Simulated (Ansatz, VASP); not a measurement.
# Cross-check of CdS (Greenockite) between VASP and Ansatz, part 2 of 2

Aim: how closely do two programs agree when they are given the same cell, functional and k mesh? The cell is taken from a series of runs on this material, whose earlier steps may have relaxed, scaled, displaced or heated it; both programs get it as it stands.

VASP 6.6.1 and Ansatz 0.2.0.

So far: Starting point; VASP: relaxation of cell and atoms, PBE.

### 3. Ansatz: relaxation of cell and atoms, PBE

Level of this step: Ansatz beside VASP: Kohn-Sham DFT, plane waves, PBE (Ansatz).

Ansatz runs on its default PAW (the set named soft_2) files.

The same cell, functional and mesh now go to Ansatz, which takes its cutoff from its data sets.

input.yaml

```yaml
crystal:
  lattice:
    - [4.1965609948, 0.0, 0.0]
    - [-2.0982804974, 3.63432843, 0.0]
    - [0.0, 0.0, 6.8288414089]
  atoms:
    - { symbol: Cd, position: [0.3333333333, 0.6666666667, -0.0007921977] }
    - { symbol: Cd, position: [0.6666666667, 0.3333333333, 0.4992078023] }
    - { symbol: S, position: [0.3333333333, 0.6666666667, 0.3757921977] }
    - { symbol: S, position: [0.6666666667, 0.3333333333, 0.8757921977] }
kpoints:
  mp_grid: { grid: [9, 9, 4] }
hamiltonian:
  xc: pbe
scf:
  occupations: { method: fixed }
output:
  forces: true
  stress: true
  eigenvalues: true
relax:
  adjacent_minimum: "off"
  f_tol: 0.001
  max_steps: 60
  cell: { stress_tol: 0.01 }
```

On the command line:

```
> ansatz run input.yaml --threads 4 --pin off --max-ram 14336MiB --backend cpu --events-out ev --progress --plain --runs-dir out
```

Numbers of over 12 decimals in the logs are rounded to 6 here.

The log of the run:

```text
Engine: ansatz 0.2.0, aarch64-unknown-linux-gnu
Pseudopotentials: kind: paw
Pseudopotential: Cd, paw, valence charge 20, recommended cutoff 420 eV (normal), Cd.paw.azcp
Pseudopotential: S, paw, valence charge 6, recommended cutoff 420 eV (normal), S.paw.azcp
Functional definition: PBE
  parameter kappa = 0.804
  parameter beta = 0.066725
  exchange = pbe_x(kappa = kappa, mu = beta*pi^2/3)
  correlation = pbe_c(beta = beta)
Crystal: 4 atoms, lattice volume = 104.151 Å³
Basis set: ecut = 420 eV, 1985 PW (Γ), exchange–correlation on 60×60×96 points (8 copies of the dense FFT grid, shifted against one another)
Bands: 32, of which v1, the nominal top of the filled ones, is band 26 counted from 1 (25 counted from 0)
Symmetry: 12 space group operations
Space group: P63mc (ITA 186), of the structure as read, at distance tolerance 4.7e-5 Å
k-points: 36 of 324 (time reversal used)
Non-local potential: Cd, projectors of the file, l = 0: 3, l = 1: 2, l = 2: 2, l = 3: 1
Non-local potential: S, projectors of the file, l = 0: 2, l = 1: 2, l = 2: 2
PAW form: soft (Blöchl's): semilocal exchange-correlation on the pseudo side does not see the compensation charge
PAW one-centre angular grid: Cd, 590 points (default); XC on 64 Gauss nodes
PAW one-centre angular grid: S, 110 points (default); XC on 64 Gauss nodes
Initial density: superposition of atomic densities (neutral atoms: chi_scale 0, normalization atom), corrected by the library's trained network
Initial wavefunctions: pseudopotential atomic-orbital guess
Functional: x = pbe(κ = 0.804, μ = 0.219515), c = pbe(β = 0.066725)
SCF iter   1: F=—  HF=-18315.660822 eV  |F-HF|=—  |Δ(HF+E_count)|=         —  Δρ=6.12e-4  dr2=5.92e-4  ethr=1.77e-3  ⟨swp⟩=4.9  Hψ=3903  notcnv=0  defer=141
preconditioner: auto → Resta (q_TF=auto, 2.430 Å⁻¹)  ε∞=4.6  [insulator: Δε(μ)=1.103 eV  Ē_g=11.482 eV  n_scr=22 (ndim 8)  ℏωp=21.8 eV  f_vac=0.143  ε∞_Penn≈4.6]
SCF iter   2: F=—  HF=-18315.662231 eV  |F-HF|=—  |Δ(HF+E_count)|=   1.41e-3  Δρ=3.30e-4  dr2=1.50e-4  ethr=1.14e-6  ⟨swp⟩=2.9  Hψ=2700  notcnv=0  defer=144
SCF iter   3: F=—  HF=-18315.662296 eV  |F-HF|=—  |Δ(HF+E_count)|=   6.49e-5  Δρ=1.13e-4  dr2=9.89e-6  ethr=2.89e-7  ⟨swp⟩=2.0  Hψ=1748  notcnv=0  defer=142
SCF iter   4: F=—  HF=-18315.662320 eV  |F-HF|=—  |Δ(HF+E_count)|=   2.45e-5  Δρ=5.13e-5  dr2=2.57e-6  ethr=1.90e-8  ⟨swp⟩=2.2  Hψ=1664  notcnv=0  defer=69
SCF iter   5: F=—  HF=-18315.662325 eV  |F-HF|=—  |Δ(HF+E_count)|=   4.58e-6  Δρ=1.29e-5  dr2=2.56e-7  ethr=4.94e-9  ⟨swp⟩=2.0  Hψ=1738  notcnv=0  defer=72
SCF iter   6: F=-18315.662325 eV  HF=-18315.662325 eV  |F-HF|=4.09e-8  |Δ(HF+E_count)|=   2.13e-7  Δρ=4.29e-6  dr2=3.05e-8  ethr=1.92e-10  ⟨swp⟩=9.0  Hψ=5680  notcnv=0
SCF 1 converged in 6 iterations: F = -18315.662325 eV  dr2 = 3.05e-8
  greatest PAW one-centre occupation: 1.000 electrons in one spin orbital (limit 2), on the Cd atom at site 0 (counted from 0), in its partial waves of l = 0
relax step   1: F+E_penalty+E_count = -18315.66232489 eV  Δ(F+E_penalty+E_count) = +0.000e0 eV  max|allowed force component| = 2.265e-4 eV/Å  Δτ_max = 0.0000 Å  P = -0.004 GPa  Ω = 104.151 Å³  (6 SCF iters, dr2 threshold 1.00e-7 eV, accepted)
Initial density: handed on by an earlier stage of this run
Initial wavefunctions: pseudopotential atomic-orbital guess (no wavefunctions were taken with the density)
iter 1 solved again at ethr=9.25e-8 eV; its pass at ethr=3.10e-3 eV (dr2=4.81e-5 eV) is discarded
SCF iter   1: F=—  HF=-18315.662305 eV  |F-HF|=—  |Δ(HF+E_count)|=         —  Δρ=4.72e-6  dr2=3.12e-8  ethr=9.25e-8  ⟨swp⟩=3.0  Hψ=6839  notcnv=0  defer=143
preconditioner: auto → Resta (q_TF=auto, 2.430 Å⁻¹)  ε∞=4.6  [insulator: Δε(μ)=1.112 eV  Ē_g=11.475 eV  n_scr=22 (ndim 8)  ℏωp=21.8 eV  f_vac=0.140  ε∞_Penn≈4.6]
SCF iter   2: F=—  HF=-18315.662325 eV  |F-HF|=—  |Δ(HF+E_count)|=   2.00e-5  Δρ=2.87e-6  dr2=1.37e-8  ethr=6.00e-11  ⟨swp⟩=2.6  Hψ=1887  notcnv=0  defer=141
SCF iter   3: F=—  HF=-18315.662325 eV  |F-HF|=—  |Δ(HF+E_count)|=   2.44e-8  Δρ=1.28e-6  dr2=2.04e-9  ethr=2.63e-11  ⟨swp⟩=2.1  Hψ=1717  notcnv=0  defer=141
SCF iter   4: F=—  HF=-18315.662325 eV  |F-HF|=—  |Δ(HF+E_count)|=   4.38e-9  Δρ=5.93e-7  dr2=1.98e-10  ethr=3.92e-12  ⟨swp⟩=2.0  Hψ=1738  notcnv=0  defer=141
SCF iter   5: F=—  HF=-18315.662325 eV  |F-HF|=—  |Δ(HF+E_count)|=  3.06e-10  Δρ=2.77e-7  dr2=4.15e-11  ethr=1.00e-12  ⟨swp⟩=2.3  Hψ=1646  notcnv=0  defer=141
SCF iter   6: F=—  HF=-18315.662325 eV  |F-HF|=—  |Δ(HF+E_count)|=  2.91e-11  Δρ=4.91e-8  dr2=1.86e-12  ethr=1.00e-12  ⟨swp⟩=1.0  Hψ=1091  notcnv=0  defer=141
SCF iter   7: F=-18315.662325 eV  HF=-18315.662325 eV  |F-HF|=0.00e0  |Δ(HF+E_count)|=  7.28e-12  Δρ=1.59e-8  dr2=1.78e-13  ethr=1.00e-12  ⟨swp⟩=9.9  Hψ=5863  notcnv=0
SCF 2 converged in 7 iterations: F = -18315.662325 eV  dr2 = 1.78e-13
  greatest PAW one-centre occupation: 1.000 electrons in one spin orbital (limit 2), on the Cd atom at site 1 (counted from 0), in its partial waves of l = 0
relax step   2: F+E_penalty+E_count = -18315.66232490 eV  Δ(F+E_penalty+E_count) = -1.294e-8 eV  max|allowed force component| = 2.212e-4 eV/Å  Δτ_max = 0.0000 Å  P = -0.004 GPa  Ω = 104.151 Å³  stress off target by 3.96e-3 GPa  SCF on the basis re-selected at this cell (its energy is not comparable with the rows above)  (7 SCF iters)
basis re-selected at this cell: Δ(F+E_penalty+E_count) = -1.294e-8 eV, ΔP = +0.000 GPa vs the last step (what re-selecting the basis moved, of the pressure what is left beyond the Pulay correction that the steps carried, after the strain that the cell walked since its last selection, with what the two solves' SCF thresholds leave and, on support functions, any second-order correction that the steps lacked; it is no m [...]
SCF converged after 7 iterations
Free energy (F): -18315.662325 eV
Harris-Foulkes:  -18315.662325 eV  (|F-HF|=0.00e0)
Internal energy: -18315.662325 eV  (E = F + TS)
E sigma→0 (E₀):  -18315.662325 eV
Fermi energy:    6.243572 eV
--- Per-component energies (eV) ---
  E_band       = -1041.593032
  E_kinetic    = 1221.717239
  E_local      = -8177.624747  (includes V_loc(G=0)·N_el)
  E_nonlocal   = 124.440026
  E_hartree    = 3748.959479
  E_xc         = -546.795473
  E_vxc        = -616.861827  (∫ρ·V_xc dr)
  E_paw        = -9367.863277  (= ΣΔE_a)
  E_vpaw       = -1091.182724  (= ΣTr[D̂ρ^β])
  E_aug_tail   = 0.000030  (compensation charges beyond the density's cutoff)
  E_ewald      = -5318.495603
  E_smearing   = -0.000000  (= −TS)
  E_closure    = -0.000000  (closes the sum)
  Σ components = -18315.662325   (vs F -18315.662325, Δ=0.00e0)
--- Forces (eV/Å), atoms counted from 1 ---
  atom   1  Cd     0.00000000    -0.00000000    -0.00022098
  atom   2  Cd     0.00000000     0.00000000    -0.00022098
  atom   3  S      0.00000000    -0.00000000     0.00022138
  atom   4  S     -0.00000000     0.00000000     0.00022138
  max |Σ_I F_I| component: 8.02e-7 eV/Å
--- Stress (GPa, compression-positive) ---
       -0.003964       0.000000       0.000000
       -0.000000      -0.003964      -0.000000
        0.000000       0.000000      -0.003600
  P = ⅓ Tr σ = -0.0038 GPa (-0.038 kbar)
--- Band table (eV; the first three rows and the last of 36) ---
  k-point 0: bands = [... 22 lower, 5.5509, 6.2052, 6.2436, 6.2436, 7.3557, 8.9793, 12.7122, 12.7122, ... 2 higher]
  k-point 1: bands = [... 22 lower, 5.6469, 5.6469, 6.1362, 6.1362, 8.2323, 9.0459, 12.5229, 12.7811, ... 2 higher]
  k-point 2: bands = [... 22 lower, 5.8858, 5.8858, 5.8858, 5.8858, 8.9985, 8.9985, 12.3572, 12.3572, ... 2 higher]
  k-point 35: bands = [... 22 lower, 4.0054, 4.0054, 5.2178, 5.2178, 10.5470, 10.5470, 12.3451, 12.3451, ... 2 higher]
--- Relaxed structure (1 steps of the walk, 1 accepted, 1 SCFs on fresh bases) ---
  F+E_penalty+E_count = -18315.66232490 eV   max|allowed force component| = 2.212e-4 eV/Å   (the final SCF, on the basis selected at the relaxed cell)
  cell:  # Å, volume = 104.1513 Å³
    - [4.196561, 0.0, 0.0]
    - [-2.098280, 3.634328, 0.0]
    - [0.0, 0.0, 6.8288414089]
  atoms:
    - { symbol: Cd, position: [0.333333, 0.666667, -0.000792198] }
    - { symbol: Cd, position: [0.666667, 0.333333, 0.499208] }
    - { symbol: S, position: [0.333333, 0.666667, 0.375792] }
    - { symbol: S, position: [0.666667, 0.333333, 0.875792] }
```

### 4. Comparison

Known differences besides the potentials themselves: fixed occupations in Ansatz, narrow Gaussian smearing in VASP; the data sets hold 52 valence electrons in Ansatz (on its default PAW (the set named soft_2) files) and 36 in VASP; the cutoff is 420 eV in Ansatz and 500 eV in VASP; Ansatz adds a Pulay correction to the stress that steers its cell, VASP none. Total energies have different zeros and are not compared.

Both answers:

```tsv
quantity	Ansatz	VASP	difference
volume (Å³)	104.15	104.70	-0.52 %
edge a after relaxation, in the typed setting (Å)	4.197	4.204	-0.17 %
edge c after relaxation, in the typed setting (Å)	6.829	6.841	-0.18 %
```

### 5. What came out

- difference in volume (relaxation of cell and atoms, PBE): -0.52 %

In words: The difference in volume is -0.52 % (relaxation of cell and atoms, PBE), within the 1.2 % picked in this series as the mark of a large difference, as far as the stopping tolerances let one tell. The data sets hold unlike numbers of valence electrons (52 in Ansatz and 36 in VASP), so part of the differences comes from the potentials. Such differences can come from data sets, numerical settings and the points named under the comparisons, not from the functional's error against experiment.

[Lines on the potential files, build, host, timing and source positions are cut from VASP's logs without a mark.]

[Logs are printed without paths, hosts, clocks, repeated set-up lines and the standing remarks that a program may print on its own settings, such as how far it seeks lower states.]

[Hosts, paths, dates, database ids (printed as entryN), source tags and the programs' standing remarks are cut or masked in the printed files.]
